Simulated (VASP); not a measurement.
**Ba3Cu: the relaxed cell at several levels**

How much does the cell of Ba3Cu depend on the functional? The levels: PBE, LDA, PBEsol, r2SCAN, PBE + D3(BJ), RPBE, BEEF-vdW and TPSS + D4. The cell is invented: it takes the structure of a Materials Project entry for RbBa3 (space group 225 there), with some of its atoms replaced by other elements, volume scaled by an estimate. It may not be a known or stable phase.

Program: VASP 6.6.1. Level of theory: PBE; plane waves and PAW (Ba_sv, Cu), in the first sound run; inputs show where later runs differ. Results are calculated unless marked as measured.

This is a report of a sequence of runs, with most program output left out.

**1. Set-up**

Before any relaxation, the start is as follows. The structure is cubic, space group Fm-3m (No. 225). The conventional cell has a = 9.308 Å, b = 9.308 Å, c = 9.308 Å, α = 90.00°, β = 90.00°, γ = 90.00°. Ba has 4 Cu at 4.03 Å and 4 Ba at 4.03 Å nearest. Ba has 8 Ba at 4.03 Å nearest. Cu has 8 Ba at 4.03 Å nearest. It derives from RbBa3. it takes the structure of a Materials Project entry for RbBa3 (space group 225 there), with some of its atoms replaced by other elements, volume scaled by an estimate. Farther neighbours are not listed.

As a file:

```
Ba Cu
1.0
     0.00000    4.65399    4.65399
     4.65399    0.00000    4.65399
     4.65399    4.65399    0.00000
Ba Cu
3 1
Direct
  0.25000 0.25000 0.25000
  0.75000 0.75000 0.75000
  0.50000 0.50000 0.50000
  0.00000 0.00000 0.00000
```

**2. Relaxation with PBE**

The start need not lie at this functional's minimum. ISIF = 3 frees volume, shape and positions, and EDIFFG sets the threshold on forces and stress at which the search stops. PBE, the usual starting point, adds the gradient of the density.

The input, INCAR:

```
SYSTEM = Ba3Cu
PREC = Accurate
ENCUT = 520
EDIFF = 1E-06
NELM = 100
ISMEAR = -1
SIGMA = 0.05
LREAL = .FALSE.
ALGO = Normal
GGA = PE
LORBIT = 11
LWAVE = .FALSE.
LCHARG = .FALSE.
KPAR = 2
IBRION = 2
NSW = 60
ISIF = 3
EDIFFG = -0.01
```

The input, POSCAR:

```
Ba3Cu
1.0
    0.0000000000      4.6539880000      4.6539880000
    4.6539880000      0.0000000000      4.6539880000
    4.6539880000      4.6539880000      0.0000000000
Ba Cu
3 1
Direct
    0.2500000000      0.2500000000      0.2500000000
    0.7500000000      0.7500000000      0.7500000000
    0.5000000000      0.5000000000      0.5000000000
    0.0000000000      0.0000000000      0.0000000000
```

The input, KPOINTS:

```
Automatic mesh
0
Gamma
4 4 4
0 0 0
```

PAW data sets: Ba_sv and Cu (PBE family, release 64).

Started as:

```sh
> mpirun -np 2 vasp_std
```

The job ended after 4.7 min (2 MPI ranks of AMD EPYC 7R43, shared host; peak memory 0.74 GiB).

This run has no spin polarisation. Its electron count is odd, so without a moment it is a metal by construction. The k-mesh is coarse for a metal. Harder data sets than Ba_sv exist (the GW ones), and pressures, volumes and forces can shift noticeably with them. After so large a change of volume the plane waves of the start cell no longer fit, so the final stress carries a basis-set error. The run keeps the 48 symmetry operations of its start, so it cannot find a distortion of lower symmetry.

The steps of the relaxation:

```
step  energy less that of the first step (eV)  largest force (eV/Å)  pressure (GPa)  volume (Å³)
   1                                   0.0000                0.0000           -1.28       201.61
   2                                  -0.0791                0.0000           -0.79       190.05
   3                                  -0.1140                0.0000           -0.69       182.65
   4                                  -0.1462                0.0000           -0.07       168.44
   5                                  -0.1470                0.0000           -0.03       166.94
```

```csv
"conventional cell, symmetrised",before,after,change
a (Å),9.308,8.741,-6.1 %
b (Å),9.308,8.741,-6.1 %
c (Å),9.308,8.741,-6.1 %
volume (Å³/atom),50.40,41.74,-17.2 %
```

Final coordinates:

```xyz
4
Lattice="0.0000 4.3703 4.3703 4.3703 0.0000 4.3703 4.3703 4.3703 0.0000" Properties=species:S:1:pos:R:3 pbc="T T T"
Ba    2.1852    2.1852    2.1852
Ba    6.5555    6.5555    6.5555
Ba    4.3703    4.3703    4.3703
Cu    0.0000    0.0000    0.0000
```

This step gave:

```
electrons                       : 41
bands                           : 24
irreducible k-points            : 8
symmetry operations             : 48
free energy (TOTEN)             : -8.144 eV
energy at zero smearing         : -8.118 eV
Fermi energy                    : 2.753 eV
pressure                        : -0.03425 GPa
metallic                        : yes
SCF cycles over all ionic steps : 78
```

It ends with forces that vanish by symmetry and a pressure of -0.03 GPa. The conventional cell has a = 8.741 Å.

**3. Relaxation with LDA**

This step: LDA; plane waves and PAW (Ba_sv, Cu); invented cell (VASP 6.6.1).

LDA, the lowest rung, knows the local density alone.

Changes to INCAR since step 2:

```diff
@@ -9,3 +9,3 @@
 ALGO = Normal
-GGA = PE
+GGA = CA
 LORBIT = 11
```

POSCAR is that of step 2.

KPOINTS is that of step 2.

Started as:

```sh
> mpirun -np 2 vasp_std
```

The job ended after 6.5 min (2 MPI ranks; peak memory 0.58 GiB; 13 min of CPU time).

The PAW data sets were made with PBE, though LDA sets exist; this is a small mismatch.

Step by step:

```
step  energy less that of the first step (eV)  largest force (eV/Å)  pressure (GPa)  volume (Å³)
   1                                   0.0000                0.0000           -2.85       201.61
   2                                  -0.4201                0.0000           -2.36       176.53
   3                                  -0.7336                0.0000           -1.94       154.10
   4                                  -0.6412                0.0000            4.89       115.10
   5                                  -0.8692                0.0000           -0.88       139.72
   6                                  -0.8855                0.0000            0.34       131.87
   7                                  -0.8870                0.0000           -0.04       133.91
```

| cell as run | before | after | change |
| --- | --- | --- | --- |
| a (Å) | 6.582 | 5.743 | -12.7 % |
| b (Å) | 6.582 | 5.743 | -12.7 % |
| c (Å) | 6.582 | 5.743 | -12.7 % |
| volume (Å³/atom) | 50.40 | 33.48 | -33.6 % |

Final coordinates:

```
Ba Cu
1.0
     0.00000    4.06067    4.06067
     4.06067    0.00000    4.06067
     4.06067    4.06067    0.00000
Ba Cu
3 1
Direct
  0.25000 0.25000 0.25000
  0.75000 0.75000 0.75000
  0.50000 0.50000 0.50000
  0.00000 0.00000 0.00000
```

This step gave:

```
free energy (TOTEN)             : -10.49 eV
energy at zero smearing         : -10.47 eV
Fermi energy                    : 3.508 eV
pressure                        : -0.03748 GPa
SCF cycles over all ionic steps : 134
```

It ends at 33.48 Å³/atom, -33.6 % from the start, with -0.04 GPa left. The conventional cell has a = 8.121 Å.

**4. Relaxation with PBEsol**

This step: PBEsol; plane waves and PAW (Ba_sv, Cu); invented cell (VASP 6.6.1).

PBEsol restores the gradient expansion of exchange and is tuned for the cells of solids.

Changes to INCAR since step 3:

```diff
@@ -9,3 +9,3 @@
 ALGO = Normal
-GGA = CA
+GGA = PS
 LORBIT = 11
```

POSCAR is that of step 3.

KPOINTS is that of step 3.

Started as:

```sh
> mpirun -np 2 vasp_std
```

The job ended after 8.8 min (2 MPI ranks; peak memory 0.76 GiB; 17 min of CPU time).

The PAW data sets were made with PBE, which is usual practice but a small mismatch for other functionals.

Relaxation path:

```
step  energy less that of the first step (eV)  largest force (eV/Å)  pressure (GPa)  volume (Å³)
   1                                   0.0000                0.0000           -2.16       201.61
   2                                  -0.2336                0.0000           -1.70       182.44
   3                                  -0.4383                0.0000           -1.07       159.36
   4                                  -0.2005                0.0000            5.52       119.21
   5                                  -0.4879                0.0000           -0.66       150.47
   6                                  -0.5025                0.0000            0.31       140.25
   7                                  -0.5048                0.0000           -0.05       143.31
   8                                  -0.5048                0.0000            0.08       142.28
   9                                  -0.5049                0.0000           -0.01       142.83
```

| conventional cell, symmetrised | before | after | change |
| --- | --- | --- | --- |
| a (Å) | 9.308 | 8.298 | -10.9 % |
| b (Å) | 9.308 | 8.298 | -10.9 % |
| c (Å) | 9.308 | 8.298 | -10.9 % |
| volume (Å³/atom) | 50.40 | 35.71 | -29.2 % |

The relaxed structure:

```xyz
4
Lattice="0.0000 4.1489 4.1489 4.1489 0.0000 4.1489 4.1489 4.1489 0.0000" Properties=species:S:1:pos:R:3 pbc="T T T"
Ba    2.0744    2.0744    2.0744
Ba    6.2233    6.2233    6.2233
Ba    4.1489    4.1489    4.1489
Cu    0.0000    0.0000    0.0000
```

It ends at 35.71 Å³/atom, -29.2 % from the start, with -0.01 GPa left. The conventional cell has a = 8.298 Å.

**5. Relaxation with r2SCAN**

This step: r2SCAN; plane waves and PAW (Ba_sv, Cu); invented cell (VASP 6.6.1).

r2SCAN adds the kinetic-energy density, costs more than a GGA and is run with LASPH.

Changes to INCAR since step 4:

```diff
@@ -9,3 +9,4 @@
 ALGO = Normal
-GGA = PS
+METAGGA = R2SCAN
+LASPH = .TRUE.
 LORBIT = 11
```

POSCAR is that of step 4.

KPOINTS is that of step 4.

Started as:

```sh
> mpirun -np 2 vasp_std
```

Wall time 15 min (2 MPI ranks); peak memory 0.79 GiB.

The run was stopped at its time limit, by a STOPCAR file.

By then 3 ionic steps had been finished.

More ranks or a longer limit would be the way on, or going on from the last geometry.

**6. Relaxation with PBE + D3(BJ)**

This step: PBE with D3(BJ); plane waves and PAW (Ba_sv, Cu); invented cell (VASP 6.6.1).

A dispersion term adds the long-range attraction that semilocal functionals lack. D3 with Becke-Johnson damping keeps a finite attraction at short range.

Changes to INCAR since step 5:

```diff
@@ -9,4 +9,4 @@
 ALGO = Normal
-METAGGA = R2SCAN
-LASPH = .TRUE.
+GGA = PE
+IVDW = 12
 LORBIT = 11
```

POSCAR is that of step 5.

KPOINTS is that of step 5.

Started as:

```sh
> mpirun -np 2 vasp_std
```

Elapsed: 4.1 min, on 2 MPI ranks; peak memory 0.75 GiB; 8.1 min of CPU time.

Dispersion corrections of this kind ignore metallic screening and tend to overbind metals.

It ends at 36.79 Å³/atom, -27.0 % from the start, with 0.01 GPa left. The conventional cell has a = 8.381 Å. Against plain PBE, the dispersion term moves a by -4.1 %.

**7. Relaxation with RPBE**

This step: RPBE; plane waves and PAW (Ba_sv, Cu); invented cell (VASP 6.6.1).

RPBE by itself binds more weakly than PBE and expands cells.

Changes to INCAR since step 6:

```diff
@@ -9,4 +9,3 @@
 ALGO = Normal
-GGA = PE
-IVDW = 12
+GGA = RP
 LORBIT = 11
```

POSCAR is that of step 6.

KPOINTS is that of step 6.

Started as:

```sh
> mpirun -np 2 vasp_std
```

Wall time 2.6 min (2 MPI ranks); peak memory 0.7 GiB.

It ends at 47.44 Å³/atom, -5.9 % from the start, with 0.00 GPa left. The conventional cell has a = 9.122 Å.

**8. Relaxation with BEEF-vdW**

This step: BEEF-vdW; plane waves and PAW (Ba_sv, Cu); invented cell (VASP 6.6.1).

BEEF-vdW is fitted to surface and molecular data. LUSE_VDW switches on a nonlocal correlation term for dispersion.

Changes to INCAR since step 7:

```diff
@@ -9,3 +9,6 @@
 ALGO = Normal
-GGA = RP
+GGA = BF
+LUSE_VDW = .TRUE.
+ZAB_VDW = -1.8867
+LASPH = .TRUE.
 LORBIT = 11
```

POSCAR is that of step 7.

KPOINTS is that of step 7.

Started as:

```sh
> mpirun -np 2 vasp_std
```

Run time: 16 min. Hardware: 2 MPI ranks; peak memory 1.8 GiB.

The run was stopped at its time limit, by a STOPCAR file.

By then 3 ionic steps had been finished.

More ranks or a longer limit would be the way on, or going on from the last geometry.

**9. Relaxation with TPSS + D4**

This step: TPSS with D4; plane waves and PAW (Ba_sv, Cu); invented cell (VASP 6.6.1).

TPSS is an older meta-GGA. D4 lets the coefficients depend on atomic charges too.

Changes to INCAR since step 8:

```diff
@@ -9,5 +9,4 @@
 ALGO = Normal
-GGA = BF
-LUSE_VDW = .TRUE.
-ZAB_VDW = -1.8867
+METAGGA = TPSS
+IVDW = 13
 LASPH = .TRUE.
```

POSCAR is that of step 8.

KPOINTS is that of step 8.

Started as:

```sh
> mpirun -np 2 vasp_std
```

The job ended after 16 min (2 MPI ranks).

The run was stopped at its time limit, by a STOPCAR file.

By then 3 ionic steps had been finished.

More ranks or a longer limit would be the way on, or going on from the last geometry.

**10. The cells as a table**

This step: relaxed cells at several levels; plane waves and PAW; invented cell (VASP 6.6.1).

No new run; the numbers come from the runs before.

Lengths are those of the conventional cell; cost is the wall time of each run, as given at its step, times its ranks, without the set-up around it. Results by level, by row:

```
       level  volume (Å³/atom)  change from the start (%)  a (Å)  cost (core minutes)
         PBE             41.74                      -17.2  8.741                  9.3
         LDA             33.48                      -33.6  8.121                   13
      PBEsol             35.71                      -29.2  8.298                 17.5
PBE + D3(BJ)             36.79                        -27  8.381                  8.2
        RPBE             47.44                       -5.9  9.122                 5.17
```

**11. Results**

```yaml
volume_pbe: 41.74 Å³/atom
volume_lda: 33.48 Å³/atom
volume_pbesol: 35.71 Å³/atom
volume_pbe_d3_bj: 36.79 Å³/atom
volume_rpbe: 47.44 Å³/atom
```

**Reading.** For Ba3Cu the levels give volumes between 33.48 Å³/atom (LDA) and 47.44 Å³/atom (RPBE), a spread of 41.7 %, while the cost of the finished runs spans a factor of 3.4. The costs hold the number of ionic steps as well as the price of the functional. Adding D3(BJ) to PBE changes the volume by -11.8 % (a by -4.1 %). Pairwise corrections of the D and TS kind ignore the screening in a metal, so they may overbind here. Within 0.02 Å all end in space group Fm-3m; the runs can't lower the symmetry of the start. The k-sampling is coarse for a metal, so the Fermi level, pressures and the shape of the cell carry errors. Not obtained: r2SCAN, because the run hit its time limit. Not obtained: BEEF-vdW, because the run hit its time limit. Not obtained: TPSS + D4, because the run hit its time limit. Each is a single relaxation on the plane waves of the start cell, so larger changes of volume carry a basis-set error that was not tested here. Zero-point and thermal expansion are not included. Nothing here tests the cell against competing phases.

[Lines on the potential files, build, host, timing and source positions are cut from VASP's logs without a mark.]

[Logs are printed without paths, hosts, clocks, repeated set-up lines and the standing remarks that a program may print on its own settings, such as how far it seeks lower states.]

[Hosts, paths, dates, database ids (printed as entryN), source tags and the programs' standing remarks are cut or masked in the printed files.]

[A measured line is paired with the nearest computed mode of its activity, which favours agreement.]
